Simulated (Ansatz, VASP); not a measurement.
# TlTe2As (CuAu-ordered zincblende type (invented)): VASP beside Ansatz

One calculation is typed for both programs; each brings its own data sets. How far apart do they land? The cell is generated by rule, not measured, and may not be a known phase. Of the first pair: The two relaxations start from unlike cells of this crystal (the structure described is Ansatz's start), so only their ends are compared.

Calculated with Ansatz 0.2.0; plane waves, with VASP 6.6.1 beside it; relaxation of cell and atoms at PBEsol.

## Step 1: Set-up

Symmetry: P-4m2, No. 115, tetragonal system. The conventional cell has a = 4.458 Å, b = 4.458 Å, c = 6.305 Å, α = 90.00°, β = 90.00°, γ = 90.00°. Tl has 4 Te at 2.73 Å nearest. As has 4 Te at 2.73 Å nearest. Nearest to Te lie 2 Tl at 2.73 Å and 2 As at 2.73 Å. Farther neighbours and most contacts between anions are not listed.

## Step 2: Ansatz: relaxation of cell and atoms, PBEsol, pair 1

Ansatz runs on its default PAW (the set named soft_2) files.

The relaxed volume is the usual yardstick between codes: in a stiff, nearly cubic crystal its relative difference is about their pressure difference at one cell divided by the bulk modulus.

Contents of input.yaml:

```yaml
crystal:
  lattice:
    - [4.45807, 0.0, 0.0]
    - [0.0, 4.45807, 0.0]
    - [0.0, 0.0, 6.30466]
  atoms:
    - { symbol: Tl, position: [0.0, 0.0, 0.0] }
    - { symbol: As, position: [0.5, 0.5, 0.5] }
    - { symbol: Te, position: [0.0, 0.5, 0.25] }
    - { symbol: Te, position: [0.5, 0.0, 0.75] }
kpoints:
  mp_grid: { grid: [4, 4, 4] }
hamiltonian:
  xc: pbesol
scf:
  occupations: { method: gaussian, width: 0.1 }
output:
  forces: true
  stress: true
  eigenvalues: true
relax:
  adjacent_minimum: "off"
  f_tol: 0.05
  max_steps: 80
  cell: { stress_tol: 0.5 }
```

On the command line:

```
ansatz run input.yaml --threads 2 --pin off --max-ram 5120MiB --backend cpu --events-out ev --progress --plain --runs-dir out
```

Numbers of over 12 decimals in the logs are rounded to 6 here.

The log of the run:

```text
The last accepted step is kept in <dir> (removed where the run ends without a failure and the disk answers)
Engine: ansatz 0.2.0, x86_64-unknown-linux-gnu
Pseudopotentials: kind: paw
Pseudopotential: Tl, paw, valence charge 13, recommended cutoff 420 eV (normal), Tl.paw.azcp
Pseudopotential: As, paw, valence charge 15, recommended cutoff 420 eV (normal), As.paw.azcp
Pseudopotential: Te, paw, valence charge 16, recommended cutoff 420 eV (normal), Te.paw.azcp
Functional definition: PBEsol
  exchange = pbesol_x
  correlation = pbesol_c
Crystal: 4 atoms, lattice volume = 125.301 Å³
Basis set: ecut = 420 eV, 2477 PW (Γ), exchange–correlation on 60×60×90 points (8 copies of the dense FFT grid, shifted against one another)
Bands: 36, of which v1, the nominal top of the filled ones, is band 30 counted from 1 (29 counted from 0)
Symmetry: 8 space group operations
Space group: P-4m2 (ITA 115), of the structure as read, at distance tolerance 5.0e-5 Å
k-points: 18 of 64 (time reversal used)
Non-local potential: Tl, projectors of the file, l = 0: 2, l = 1: 2, l = 2: 2, l = 3: 1
Non-local potential: As, projectors of the file, l = 0: 2, l = 1: 2, l = 2: 3, l = 3: 1
Non-local potential: Te, projectors of the file, l = 0: 2, l = 1: 2, l = 2: 2, l = 3: 2
PAW form: soft (Blöchl's): semilocal exchange-correlation on the pseudo side does not see the compensation charge
PAW frozen core: Tl, regenerated for the run's functional, and the local potential with it (the file was generated under x = pbe(κ = 0.804, μ = 0.219515), c = pbe(β = 0.066725))
PAW frozen core: As, regenerated for the run's functional, and the local potential with it (the file was generated under x = pbe(κ = 0.804, μ = 0.219515), c = pbe(β = 0.066725))
PAW frozen core: Te, regenerated for the run's functional, and the local potential with it (the file was generated under x = pbe(κ = 0.804, μ = 0.219515), c = pbe(β = 0.066725))
PAW one-centre angular grid: Tl, 590 points (default); XC on 64 Gauss nodes
PAW one-centre angular grid: As, 590 points (default); XC on 64 Gauss nodes
PAW one-centre angular grid: Te, 590 points (default); XC on 64 Gauss nodes
Initial density: superposition of atomic densities (neutral atoms: chi_scale 0, normalization atom), corrected by the library's trained network
Initial wavefunctions: pseudopotential atomic-orbital guess
Functional: x = pbesol(κ = 0.804, μ = 0.123457), c = pbesol(β = 0.046)
SCF iter   1: F=—  HF=-29909.629732 eV  |F-HF|=—  |Δ(HF+E_count)|=         —  Δρ=3.08e-3  dr2=1.52e-2  ethr=1.77e-3  ⟨swp⟩=7.3  Hψ=2833  notcnv=0
preconditioner: auto → Resta (q_TF=auto, 2.413 Å⁻¹)  ε∞=3.9  [insulator: Δε(μ)=0.176 eV  Ē_g=10.724 eV  σ=0.100 eV  W_gap=0.79  n_scr=28 (ndim 8)  ℏωp=18.2 eV  f_vac=0.082  D(μ)=0.62/eV (n_scr^D=0)  ε∞_Penn≈3.9]
SCF iter   2: F=—  HF=-29909.625634 eV  |F-HF|=—  |Δ(HF+E_count)|=   4.10e-3  Δρ=1.64e-3  dr2=4.41e-3  ethr=2.54e-5  ⟨swp⟩=2.0  Hψ=840  notcnv=0
SCF iter   3: F=—  HF=-29909.625181 eV  |F-HF|=—  |Δ(HF+E_count)|=   4.53e-4  Δρ=4.24e-4  dr2=5.61e-4  ethr=7.35e-6  ⟨swp⟩=2.1  Hψ=930  notcnv=0
SCF iter   4: F=—  HF=-29909.625133 eV  |F-HF|=—  |Δ(HF+E_count)|=   4.88e-5  Δρ=1.97e-4  dr2=8.76e-5  ethr=9.34e-7  ⟨swp⟩=2.0  Hψ=989  notcnv=0  defer=1
SCF iter   5: F=—  HF=-29909.625177 eV  |F-HF|=—  |Δ(HF+E_count)|=   4.43e-5  Δρ=9.04e-5  dr2=1.68e-5  ethr=1.46e-7  ⟨swp⟩=2.0  Hψ=1171  notcnv=0  defer=1
SCF iter   6: F=—  HF=-29909.625171 eV  |F-HF|=—  |Δ(HF+E_count)|=   5.63e-6  Δρ=3.26e-5  dr2=2.27e-6  ethr=2.81e-8  ⟨swp⟩=2.0  Hψ=1170  notcnv=0  defer=1
SCF iter   7: F=—  HF=-29909.625173 eV  |F-HF|=—  |Δ(HF+E_count)|=   1.66e-6  Δρ=1.03e-5  dr2=1.69e-7  ethr=3.79e-9  ⟨swp⟩=2.0  Hψ=1172  notcnv=0  defer=1
SCF iter   8: F=-29909.625173 eV  HF=-29909.625173 eV  |F-HF|=2.15e-9  |Δ(HF+E_count)|=   1.07e-8  Δρ=2.31e-6  dr2=9.61e-9  ethr=1.67e-10  ⟨swp⟩=9.3  Hψ=2905  notcnv=0
SCF 1 converged in 8 iterations: F = -29909.625173 eV  dr2 = 9.61e-9
  greatest PAW one-centre occupation: 0.999 electrons in one spin orbital (limit 2), on the As atom at site 1 (counted from 0), in its partial waves of l = 2
relax step   1: F+E_penalty+E_count = -29909.62517296 eV  Δ(F+E_penalty+E_count) = +0.000e0 eV  max|allowed force component| = 1.328e0 eV/Å  Δτ_max = 0.0000 Å  P = +11.299 GPa  Ω = 125.301 Å³  (8 SCF iters, dr2 threshold 1.00e-7 eV, accepted)
[...]
relax step   3: F+E_penalty+E_count = -29910.98524680 eV  Δ(F+E_penalty+E_count) = -2.978e-1 eV  max|allowed force component| = 1.642e-1 eV/Å  Δτ_max = 0.1311 Å  P = +1.445 GPa  Ω = 154.993 Å³  energy of the carried Pulay correction = -5.854e-3 eV  (6 SCF iters, dr2 threshold 4.00e-7 eV, accepted)
[...]
relax step   4: F+E_penalty+E_count = -29911.03137938 eV  Δ(F+E_penalty+E_count) = -4.613e-2 eV  max|allowed force component| = 6.622e-4 eV/Å  Δτ_max = 0.0606 Å  P = +0.117 GPa  Ω = 162.536 Å³  energy of the carried Pulay correction = -7.151e-3 eV  (6 SCF iters, dr2 threshold 4.00e-7 eV, accepted)
[...]
relax step   5: F+E_penalty+E_count = -29911.04076900 eV  Δ(F+E_penalty+E_count) = -9.390e-3 eV  max|allowed force component| = 2.821e-4 eV/Å  Δτ_max = 0.0000 Å  P = +0.207 GPa  Ω = 162.536 Å³  stress off target by 3.14e-1 GPa  SCF on the basis re-selected at this cell (its energy is not comparable with the rows above)  (6 SCF iters)
basis re-selected at this cell: Δ(F+E_penalty+E_count) = -9.390e-3 eV, ΔP = +0.090 GPa vs the last step (what re-selecting the basis moved, of the pressure what is left beyond the Pulay correction that the steps carried, after the strain that the cell walked since its last selection, with what the two solves' SCF thresholds leave and, on support functions, any second-order correction that the steps lacked; it is no measure of the basis error at this ecutwfc). The dense FFT grid was sized anew with the basis: this SCF ran on 36×36×48 points, the steps before it on 30×30×45, so part of this shift can come from that change (see relax.cell in the input reference). [rest of the remark cut]
SCF converged after 6 iterations
Free energy (F): -29911.040769 eV
Harris-Foulkes:  -29911.040769 eV  (|F-HF|=1.06e-8)
Internal energy: -29911.035445 eV  (E = F + TS)
E sigma→0 (E₀):  -29911.038107 eV
Entropy (-TS):   -0.005324 eV (-1.331 meV/atom)
Fermi energy:    5.604122 eV
--- Per-component energies (eV) ---
  E_band       = -980.015431
  E_kinetic    = 794.952819
  E_local      = -6896.373930  (includes V_loc(G=0)·N_el)
  E_nonlocal   = -965.021675
  E_hartree    = 3656.029489
  E_xc         = -552.864607
  E_vxc        = -427.499860  (∫ρ·V_xc dr)
  E_paw        = -20976.757119  (= ΣΔE_a)
  E_vpaw       = -798.133683  (= ΣTr[D̂ρ^β])
  E_aug_tail   = -0.000319  (compensation charges beyond the density's cutoff)
  E_ewald      = -4972.754427
  E_core_change = 1.754324  (= ΣΔE_core)
  E_smearing   = -0.005324  (= −TS)
  E_closure    = -0.000000  (closes the sum)
  Σ components = -29911.040769   (vs F -29911.040769, Δ=0.00e0)
--- Forces (eV/Å), atoms counted from 1 ---
  atom   1  Tl     0.00000000    -0.00000000    -0.00000000
  atom   2  As     0.00000000    -0.00000000    -0.00000000
  atom   3  Te    -0.00000000     0.00000000     0.00028209
  atom   4  Te    -0.00000000     0.00000000    -0.00028209
  max |Σ_I F_I| component: 3.19e-17 eV/Å
--- Stress (GPa, compression-positive) ---
        0.152880      -0.000000      -0.000000
       -0.000000       0.152880      -0.000000
       -0.000000      -0.000000       0.314407
  P = ⅓ Tr σ = 0.2067 GPa (2.067 kbar)
--- Band table (eV; the first three rows and the last of 18) ---
  k-point 0: bands = [... 26 lower, 3.7530, 4.3214, 4.3214, 4.3978, 4.8536, 7.1259, 7.1259, 8.2916, ... 2 higher]
  k-point 1: bands = [... 26 lower, 3.9443, 4.1706, 4.1706, 4.3758, 5.0758, 7.4909, 7.4909, 7.9558, ... 2 higher]
  k-point 2: bands = [... 26 lower, 4.0345, 4.0345, 4.0790, 4.3645, 5.3894, 7.6154, 7.9692, 7.9692, ... 2 higher]
  k-point 17: bands = [... 26 lower, 1.9821, 2.4526, 5.7789, 5.8540, 7.0546, 7.0546, 8.5350, 8.5350, ... 2 higher]
--- Relaxed structure (4 steps of the walk, 4 accepted, 1 SCFs on fresh bases) ---
  F+E_penalty+E_count = -29911.04076900 eV   max|allowed force component| = 2.821e-4 eV/Å   (the final SCF, on the basis selected at the relaxed cell)
  cell:  # Å, volume = 162.5358 Å³
    - [4.807438, 0, 1.4802236324986593e-17]
    - [0, 4.807438, 0]
    - [2.0933513217309278e-17, 0, 7.032693]
  atoms:
    - { symbol: Tl, position: [0, 0, 0] }
    - { symbol: As, position: [0.5, 0.5, 0.500000] }
    - { symbol: Te, position: [-2.191436326096497e-18, 0.5, 0.305830] }
    - { symbol: Te, position: [0.5, 0, 0.694170] }
```

## Step 3: VASP: relaxation of cell and atoms, PBEsol, pair 1

Its own start cell and the same functional, mesh and smearing now go to VASP, with its own data sets.

Lines of VASP's logs that name or quote its potential files are left out, and so is its time.

Contents of INCAR:

```
SYSTEM = TlTe2As
PREC = Accurate
ENCUT = 500
EDIFF = 1E-07
NELM = 120
ISMEAR = 0
SIGMA = 0.1
LREAL = .FALSE.
ALGO = Normal
GGA = PS
NBANDS = 21
LORBIT = 11
LWAVE = .FALSE.
LCHARG = .FALSE.
ISIF = 3
IBRION = 2
NSW = 80
EDIFFG = -0.005
LASPH = .TRUE.
GGA_COMPAT = .FALSE.
NELMIN = 4
KPAR = 2
```

Contents of POSCAR:

```
TlTe2As
1.0
    4.4849195297      0.0000000000      0.0000000000
    0.0000000000      4.4849195297      0.0000000000
    0.0000000000      0.0000000000      7.9129103172
Tl As Te
1 1 2
Direct
    0.0000000000      0.0000000000      0.0000000000
    0.5000000000      0.5000000000      0.5000000000
    0.0000000000      0.5000000000      0.2966294067
    0.5000000000      0.0000000000      0.7033705933
```

Contents of KPOINTS:

```
Automatic mesh
0
Gamma
4 4 4
0 0 0
```

Potentials, in the order of the species: Tl_d, As and Te (PBE family, release 64).

On the command line:

```
mpirun -np 2 vasp_std
```

The log of the run:

```text
[banner, memory and clock lines left out]
running    2 mpi-ranks, on    1 nodes
 distrk:  each k-point on    1 cores,    2 groups
 distr:  one band on    1 cores,    1 groups

 POSCAR found type information on POSCAR TlAsTe
 POSCAR found :  3 types and       4 ions
|                                                                             |
|               ----> ADVICE to this user running VASP <----                  |
|                                                                             |
|     You enforced a specific xc type in the INCAR file but a different       |
|     [... a line on the potential file left out ...]
|     I HOPE YOU KNOW WHAT YOU ARE DOING!                                     |
|                                                                             |

 LDA part: xc-table for (Slater+PW92), standard interpolation
 POSCAR, INCAR and KPOINTS ok, starting setup
 FFT: planning ... GRIDC
 FFT: planning ... GRID_SOFT
 FFT: planning ... GRID
 WAVECAR not read
 entering main loop
       N       E                     dE             d eps       ncg     rms          rms(c)
DAV:   1     0.138890688041E+03    0.13889E+03   -0.11914E+04   756   0.112E+03
DAV:   2    -0.614578621235E+01   -0.14504E+03   -0.13994E+03   953   0.213E+02
DAV:   3    -0.141671296685E+02   -0.80213E+01   -0.79383E+01   904   0.462E+01
DAV:   4    -0.143167668371E+02   -0.14964E+00   -0.14951E+00   962   0.703E+00
DAV:   5    -0.143188547249E+02   -0.20879E-02   -0.20878E-02   879   0.819E-01    0.844E+00
DAV:   6    -0.141745784781E+02    0.14428E+00   -0.19282E-01   829   0.258E+00    0.570E+00
DAV:   7    -0.141491086944E+02    0.25470E-01   -0.18742E-01   847   0.252E+00    0.673E-01
DAV:   8    -0.141467550651E+02    0.23536E-02   -0.23553E-02   806   0.101E+00    0.550E-01
DAV:   9    -0.141469830887E+02   -0.22802E-03   -0.33980E-03   887   0.359E-01    0.185E-01
DAV:  10    -0.141472801754E+02   -0.29709E-03   -0.45254E-04   846   0.105E-01    0.634E-02
DAV:  11    -0.141474580359E+02   -0.17786E-03   -0.19551E-04   836   0.767E-02    0.484E-02
DAV:  12    -0.141474684503E+02   -0.10414E-04   -0.26057E-05   851   0.339E-02    0.259E-02
DAV:  13    -0.141474707845E+02   -0.23342E-05   -0.11300E-05   869   0.188E-02    0.328E-03
DAV:  14    -0.141474716414E+02   -0.85694E-06   -0.21455E-06   856   0.840E-03    0.274E-03
DAV:  15    -0.141474718271E+02   -0.18570E-06   -0.17443E-07   709   0.302E-03    0.371E-03
DAV:  16    -0.141474719284E+02   -0.10126E-06   -0.64900E-08   547   0.186E-03    0.356E-04
DAV:  17    -0.141474719357E+02   -0.72778E-08   -0.14713E-08   398   0.694E-04
   1 F= -.14147472E+02 E0= -.14147300E+02  d E =-.141475E+02
[...]
2 F= -.14147513E+02 E0= -.14147336E+02  d E =-.411400E-04
[...]
3 F= -.14147514E+02 E0= -.14147335E+02  d E =-.416935E-04
[...]
4 F= -.14147534E+02 E0= -.14147352E+02  d E =-.202439E-04
 ZBRENT: can't locate minimum, use default step
 trial-energy change:   -0.000020  1 .order   -0.000020   -0.000021   -0.000019
 step:   4.1383(harm=  9.3610)  dis= 0.00009  next Energy=   -14.147610 (dE=-0.960E-04)
 bond charge predicted
       N       E                     dE             d eps       ncg     rms          rms(c)
DAV:   1    -0.141479181572E+02   -0.38430E-03   -0.19184E-02   781   0.789E-01    0.993E-02
DAV:   2    -0.141476845608E+02    0.23360E-03   -0.34564E-04   806   0.148E-01    0.520E-02
DAV:   3    -0.141475922036E+02    0.92357E-04   -0.12573E-04   806   0.812E-02    0.224E-02
DAV:   4    -0.141475823549E+02    0.98487E-05   -0.15940E-05   811   0.279E-02    0.704E-03
DAV:   5    -0.141475821647E+02    0.19019E-06   -0.17793E-06   816   0.943E-03    0.331E-03
DAV:   6    -0.141475822882E+02   -0.12349E-06   -0.19485E-07   720   0.271E-03    0.119E-03
DAV:   7    -0.141475822841E+02    0.41377E-08   -0.23524E-08   378   0.943E-04
   5 F= -.14147582E+02 E0= -.14147388E+02  d E =-.686550E-04
 curvature:  -3.72 expect dE=-0.355E-04 dE for cont linesearch -0.215E-04
 trial: gam=-0.18882 g(F)=  0.196E-06 g(S)=  0.935E-05 ort = 0.125E-04 (trialstep = 0.166E+01)
 search vector abs. value=  0.580E-05
 reached required accuracy - stopping structural energy minimisation
```

Parts of OUTCAR (step 3):

```text
ion  position               nearest neighbor table
   1  0.000  0.000  0.000-   3 3.25   4 3.25   3 3.25   4 3.25
   2  0.500  0.500  0.500-   3 2.76   4 2.76   4 2.76   3 2.76
   3  0.000  0.500  0.297-   2 2.76   2 2.76   1 3.25   1 3.25
   4  0.500  0.000  0.703-   2 2.76   2 2.76   1 3.25   1 3.25

  LATTYP: Found a simple tetragonal cell.
 ALAT       =     4.4849195297
 C/A-ratio  =     1.7643371893

 Subroutine GETGRP returns: Found  8 space group operations
 (whereof  8 operations were pure point group operations)

The static configuration has the point symmetry D_2d.

 Found     18 irreducible k-points:

   k-points           NKPTS =     18   k-points in BZ     NKDIM =     18   number of bands    NBANDS=     21

   dimension x,y,z NGX =    36 NGY =   36 NGZ =   60
   dimension x,y,z NGXF=    72 NGYF=   72 NGZF=  120

   ENCUT  =  500.0 eV  36.75 Ry    6.06 a.u.   8.18  8.18 14.43*2*pi/ulx,y,z

   NELECT =      30.0000    total number of electrons

 k-points in reciprocal lattice and weights: Automatic mesh
   0.00000000  0.00000000  0.00000000       0.016
   0.25000000  0.00000000  0.00000000       0.062
   0.50000000  0.00000000  0.00000000       0.031
   0.25000000  0.25000000  0.00000000       0.062
   0.50000000  0.25000000  0.00000000       0.062
   0.50000000  0.50000000  0.00000000       0.016
   0.00000000  0.00000000  0.25000000       0.031
   0.25000000  0.00000000  0.25000000       0.125
   0.50000000  0.00000000  0.25000000       0.062
[...]
0.50000000  0.25000000  0.50000000       0.062
   0.50000000  0.50000000  0.50000000       0.016

 average (electrostatic) potential at core
       1 -85.9423       2 -52.1873       3 -91.0034       4 -91.0034

 E-fermi :   3.1743

 k-point     1 :       0.0000    0.0000    0.0000
  band No.  band energies     occupation
    ...
     12       0.7034      2.00000
     13       2.1855      2.00000
     14       2.1855      2.00000
     15       2.5710      2.00000
     16       2.8209      2.00000
     17       4.6218      0.00000
     18       4.6218      0.00000
     19       6.2519      0.00000
     20       7.6729      0.00000
     21       7.8698      0.00000

 k-point     2 :       0.2500    0.0000    0.0000
  band No.  band energies     occupation
    ...
     11      -0.4191      2.00000
     12       0.1847      2.00000
     13       1.6723      2.00000
     14       2.2128      2.00000
     15       2.9496      1.99851
     16       4.0366      0.00000
     17       4.2450      0.00000
     18       4.7012      0.00000
     19       6.3952      0.00000
     20       6.9054      0.00000
    ...

 k-point     3 :       0.5000    0.0000    0.0000
  band No.  band energies     occupation
    ...
     11      -0.6637      2.00000
     12      -0.2601      2.00000
     13       1.8057      2.00000
     14       2.2164      2.00000
     15       2.6535      2.00000
     16       4.2943      0.00000
     17       4.7681      0.00000
     18       5.0587      0.00000
     19       5.7794      0.00000
     20       6.7344      0.00000
    ...

  Total       -0.0196096     -0.0196096      0.0025075      0.0000000     -0.0000000      0.0000000
  in kB       -0.1972738     -0.1972738      0.0252255      0.0000000     -0.0000000      0.0000000
  external PRESSURE =      -0.1231074 kB  Pullay stress =       0.0000000 kB

  energy-cutoff  :      500.00
  volume of cell :      159.26
      direct lattice vectors                 reciprocal lattice vectors
     4.480305998  0.000000000  0.000000000     0.223199041  0.000000000  0.000000000
     0.000000000  4.480305998 -0.000000000     0.000000000  0.223199041  0.000000000
     0.000000000 -0.000000000  7.934038161     0.000000000  0.000000000  0.126039222

 POSITION                                       TOTAL-FORCE (eV/Angst)
 -----------------------------------------------------------------------------------
      0.00000      0.00000      0.00000        -0.000000      0.000000      0.000000
      2.24015      2.24015      3.96702         0.000000     -0.000000      0.000000
      0.00000      2.24015      2.35329         0.000000      0.000000     -0.001426
      2.24015     -0.00000      5.58075         0.000000     -0.000000      0.001426
 -----------------------------------------------------------------------------------
    total drift:                               -0.000000     -0.000000      0.000000

  FREE ENERGIE OF THE ION-ELECTRON SYSTEM (eV)
  ---------------------------------------------------
  free  energy   TOTEN  =       -14.1475822841 eV

  energy  without entropy=      -14.1471927870  energy(sigma->0) =      -14.14738754

 reached required accuracy - stopping structural energy minimisation

 total charge
# of ion       s       p       d       tot
------------------------------------------
    1        1.253   0.260   9.652  11.165
    2        1.373   1.209   0.041   2.624
    3        1.404   1.912   0.026   3.342
    4        1.404   1.912   0.026   3.342
--------------------------------------------------
tot          5.434   5.293   9.745  20.472

[... 3 further parts left out ...]
```

The k-mesh is coarse for a metal. The PAW data sets were made with PBE, which is usual practice but a small mismatch for other functionals. The run keeps the 8 symmetry operations of its start, so it cannot find a distortion of lower symmetry.

## Step 4: Differences

Known differences besides the potentials themselves: the data sets hold 60 valence electrons in Ansatz (on its default PAW (the set named soft_2) files) and 30 in VASP; the cutoff is 420 eV in Ansatz and 500 eV in VASP; Ansatz makes its cores anew for this functional, VASP keeps those of its PBE data sets; Ansatz adds a Pulay correction to the stress that steers its cell, VASP none. Total energies have different zeros and are not compared.

Compared:

| quantity | Ansatz | VASP | difference |
| --- | --- | --- | --- |
| volume (Å³) | 162.54 | 159.26 | +2.06 % |
| edge a after relaxation, in the typed setting (Å) | 4.807 | 4.480 | +7.30 % |
| edge c after relaxation, in the typed setting (Å) | 7.033 | 7.934 | -11.36 % |

(Part 1 of 2 ends here.)

[Lines on the potential files, build, host, timing and source positions are cut from VASP's logs without a mark.]

[Logs are printed without paths, hosts, clocks, repeated set-up lines and the standing remarks that a program may print on its own settings, such as how far it seeks lower states.]

[Hosts, paths, dates, database ids (printed as entryN), source tags and the programs' standing remarks are cut or masked in the printed files.]
